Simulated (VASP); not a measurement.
```
CELL_PARAMETERS angstrom
      1.65500    -2.86654     0.00000
      1.65500     2.86654     0.00000
      0.00000     0.00000     5.27000
ATOMIC_POSITIONS crystal
  Sc 0.33333 0.66667 0.25000
  Sc 0.66667 0.33333 0.75000
```

Method: PBE GGA, VASP's PBE PAW potentials (set 64) (plane waves; VASP). Settings: 520 eV cut-off, 11×11×6 Γ-centred mesh, first-order Methfessel-Paxton smearing of 0.10 eV, potentials Sc_sv.

Give the stress tensor in GPa (positive for a compressed cell).

```
-0.20   0.00   0.00
 0.00  -0.20   0.00
 0.00   0.00  -1.93
```
The pressure is its mean diagonal, -0.77 GPa.

The compound is Sc in the hcp structure. The cell was not relaxed at this level. The run is one of a series of settings (ENCUT = 520 against the base run), some of them coarse on purpose.
